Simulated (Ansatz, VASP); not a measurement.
# SiAs3: VASP beside Ansatz

```xyz
4
Lattice="3.6965 0.0000 0.0000 -1.8483 3.2013 0.0000 0.0000 0.0000 6.5718" Properties=species:S:1:pos:R:3 pbc="T T T"
Si    0.0000    0.0000    3.2859
As    0.0000    2.1342    4.8010
As    1.8483    1.0671    1.7707
As    0.0000    0.0000    0.0000
```

Alike in both runs: functional PBE; k mesh 12 × 12 × 8; occupations gaussian, width 0.1 eV; no spin polarisation.

Ansatz relaxed the structure, and its values are those at the end. VASP's run is a single point on that final structure, the one shown.

|  | VASP | Ansatz |
| --- | --- | --- |
| version | VASP 6.6.1 | Ansatz 0.2.0 |
| potentials or method | VASP PAW PBE potentials, release 64 (Si, As) | scalar-relativistic, plane waves, PAW |
| plane-wave cutoff (eV) | 520 | 420 |
| valence electrons in the cell | 19 | 49 |

Ansatz gave:

* gap on the k mesh at the Fermi level (eV): none
* pressure (GPa): 0.0

Q: What did VASP give for the same quantities?

A: gap on the k mesh at the Fermi level (eV): none; pressure (GPa): 0.2.

A gap of «none» marks a metal or a gap that the smearing closes. The two sets of potentials don't hold the same shells in valence.
